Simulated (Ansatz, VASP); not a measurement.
# Two plane-wave programs on Ga3BO3

The input INCAR:

```
PREC = Accurate ; ENCUT = 600
EDIFF = 1E-6 ; ISMEAR = 0
SIGMA = 0.1 ; LREAL = False
LASPH = True ; NELM = 100
ALGO = Normal ; ISIF = 3
LWAVE = False ; LCHARG = False
GGA = PE ; IBRION = 2
NSW = 100 ; EDIFFG = -0.01
```

KPOINTS

```
Automatic mesh
0
Gamma
  10 10 10
```

File POSCAR:

```
Ga3BO3
1.0
    4.2513989509      0.0000000000      0.0000000000
    0.0000000000      4.2513989509      0.0000000000
    0.0000000000      0.0000000000      4.2513989509
Ga B O
3 1 3
Direct
    0.5000000000      0.0000000000      0.0000000000
    0.0000000000      0.5000000000      0.0000000000
    0.0000000000      0.0000000000      0.5000000000
    0.0000000000      0.0000000000      0.0000000000
    0.0000000000      0.5000000000      0.5000000000
    0.5000000000      0.0000000000      0.5000000000
    0.5000000000      0.5000000000      0.0000000000
```

Input for Ansatz:

```yaml
crystal:
  lattice:
    - [4.2513989509, 0.0, 0.0]
    - [0.0, 4.2513989509, 0.0]
    - [0.0, 0.0, 4.2513989509]
  atoms:
    - { symbol: Ga, position: [0.5, 0.0, 0.0] }
    - { symbol: Ga, position: [0.0, 0.5, 0.0] }
    - { symbol: Ga, position: [0.0, 0.0, 0.5] }
    - { symbol: B, position: [0.0, 0.0, 0.0] }
    - { symbol: O, position: [0.0, 0.5, 0.5] }
    - { symbol: O, position: [0.5, 0.0, 0.5] }
    - { symbol: O, position: [0.5, 0.5, 0.0] }
basis:
  ecutwfc: 420
kpoints:
  mp_grid: { grid: [10, 10, 10] }
hamiltonian:
  xc: pbe
scf:
  occupations: { method: gaussian, width: 0.1 }
output:
  forces: true
  stress: true
  eigenvalues: true
  write_density: true
  write_potential: true
  elf: true
  volumetric_format: npy
relax:
  adjacent_minimum: "off"
  f_tol: 0.01
  max_steps: 80
  cell: { stress_tol: 0.05 }
```

Alike in both runs: task relaxation of cell and atoms; functional PBE; k mesh 10 × 10 × 10; occupations gaussian, width 0.1 eV; no spin polarisation.

|  | VASP | Ansatz |
| --- | --- | --- |
| version | VASP 6.6.1 | Ansatz 0.2.0 |
| potentials or method | VASP PAW PBE potentials, release 64 (Ga_d, B, O) | scalar-relativistic, plane waves, PAW |
| plane-wave cutoff (eV) | 600 | 420 |
| valence electrons in the cell | 60 | 60 |

```csv
,VASP,Ansatz,Ansatz less VASP
"gap on the k mesh at the Fermi level, each at its own relaxed structure (eV)",none,none,-
relaxed volume (Å³/atom),11.01,10.98,-0.034
relaxed cell length with the largest relative difference (Å),4.256,4.251,-0.0044
```

A gap of «none» marks a metal or a gap that the smearing closes.
